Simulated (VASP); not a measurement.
These are LDA (Ceperley-Alder, Perdew-Zunger), VASP's LDA PAW potentials (set 64) (plane waves; VASP 6.6.1) values and carry that method's errors.

The input files of a VASP run:

**POSCAR**
```
LaB6
1
    4.0645949304     0.0000000000     0.0000000000
    0.0000000000     4.0645949304     0.0000000000
   -0.0000000000     0.0000000000     4.0645949304
La B
1 6
Direct
  0.0000000000   0.0000000000   0.0000000000
  0.8004610258   0.5000000000   0.5000000000
  0.5000000000   0.1995389742   0.5000000000
  0.5000000000   0.8004610258   0.5000000000
  0.1995389742   0.5000000000   0.5000000000
  0.5000000000   0.5000000000   0.8004610258
  0.5000000000   0.5000000000   0.1995389742
```

### INCAR
```
! general
SYSTEM  = LaB6
PREC    = Accurate
ENCUT   = 620
LREAL   = .FALSE.
LASPH   = .TRUE.

! electronic loop
EDIFF   = 1E-6
NELM    = 100
ALGO    = Normal
LMAXMIX = 6

! smearing
ISMEAR  = 1
SIGMA   = 0.1

! ions
IBRION  = 2
NSW     = 40
ISIF    = 3
EDIFFG  = -0.02
PSTRESS = 50

! output
LWAVE   = .FALSE.
LCHARG  = .FALSE.
```

File KPOINTS:
```
Automatic
0
Gamma
 8 8 8
```

POTCAR, in this order: La B (LDA.64 set). Program: vasp_std.

The run wrote:

OSZICAR:
```
       N       E                     dE             d eps       ncg     rms          rms(c)
DAV:   1     0.246579695172E+03    0.24658E+03   -0.12966E+04  1260   0.242E+03
DAV:   2    -0.998530614219E+01   -0.25657E+03   -0.24495E+03  1588   0.352E+02
DAV:   3    -0.573257100103E+02   -0.47340E+02   -0.39333E+02  1994   0.193E+02
DAV:   4    -0.597636472992E+02   -0.24379E+01   -0.24215E+01  2144   0.429E+01
DAV:   5    -0.598738146930E+02   -0.11017E+00   -0.10887E+00  2048   0.719E+00    0.937E+00
DAV:   6    -0.547792095929E+02    0.50946E+01   -0.13580E+01  1806   0.240E+01    0.445E+00
DAV:   7    -0.544365583286E+02    0.34265E+00   -0.54372E+00  2150   0.144E+01    0.182E+00
DAV:   8    -0.545100739758E+02   -0.73516E-01   -0.25884E+00  2132   0.171E+01    0.144E+00
DAV:   9    -0.543981438137E+02    0.11193E+00   -0.29865E-01  2086   0.493E+00    0.704E-01
DAV:  10    -0.543741420086E+02    0.24002E-01   -0.16989E-01  2138   0.384E+00    0.101E-01
DAV:  11    -0.543754290321E+02   -0.12870E-02   -0.15457E-02  2168   0.108E+00    0.126E-01
DAV:  12    -0.543749281218E+02    0.50091E-03   -0.26404E-03  2144   0.550E-01    0.525E-02
DAV:  13    -0.543748370849E+02    0.91037E-04   -0.13760E-03  2110   0.311E-01    0.114E-02
DAV:  14    -0.543748292364E+02    0.78486E-05   -0.10391E-04  2064   0.861E-02    0.253E-03
DAV:  15    -0.543748297262E+02   -0.48981E-06   -0.35422E-06  1974   0.195E-02
   1 F= -.52279216E+02 E0= -.52279391E+02  d E =-.522792E+02
```

**OUTCAR**
```
------------------------ aborting loop because EDIFF is reached ----------------------------------------
  FORCE on cell =-STRESS in cart. coord.  units (eV):
  Direction    XX          YY          ZZ          XY          YZ          ZX
  --------------------------------------------------------------------------------------
  Total        2.0825577      2.0825577      2.0825577      0.0000000     -0.0000000      0.0000000
  in kB       49.6884903     49.6884903     49.6884903      0.0000000     -0.0000000      0.0000000
  external PRESSURE =      -0.3115097 kB  Pullay stress =      50.0000000 kB
  volume of cell :       67.15
      direct lattice vectors                 reciprocal lattice vectors
     4.064594930  0.000000000  0.000000000     0.246026976  0.000000000  0.000000000
     0.000000000  4.064594930  0.000000000     0.000000000  0.246026976  0.000000000
     0.000000000  0.000000000  4.064594930     0.000000000  0.000000000  0.246026976
 POSITION                                       TOTAL-FORCE (eV/Angst)
 -----------------------------------------------------------------------------------
      0.00000      0.00000      0.00000        -0.000000      0.000000      0.000000
      3.25355      2.03230      2.03230        -0.001241      0.000000     -0.000000
      2.03230      0.81105      2.03230        -0.000000      0.001241     -0.000000
      2.03230      3.25355      2.03230        -0.000000     -0.001241      0.000000
      0.81105      2.03230      2.03230         0.001241     -0.000000      0.000000
      2.03230      2.03230      3.25355        -0.000000      0.000000     -0.001241
      2.03230      2.03230      0.81105        -0.000000     -0.000000      0.001241
 -----------------------------------------------------------------------------------
    total drift:                                0.000000      0.000000      0.000000
  FREE ENERGIE OF THE ION-ELECTRON SYSTEM (eV)
  ---------------------------------------------------
  free  energy   TOTEN  =       -54.3748297262 eV

  energy  without entropy=      -54.3753553972  energy(sigma->0) =      -54.37500495
  enthalpy is  TOTEN    =       -52.2792159953 eV   P V=        2.0956137309

 reached required accuracy - stopping structural energy minimisation
```
(Selected blocks of OUTCAR.)

The compound is LaB6 in the cab6 structure. It was relaxed first under an external pressure of 5 GPa. The electron count is odd and the run is not spin-polarised, which forces a metal.
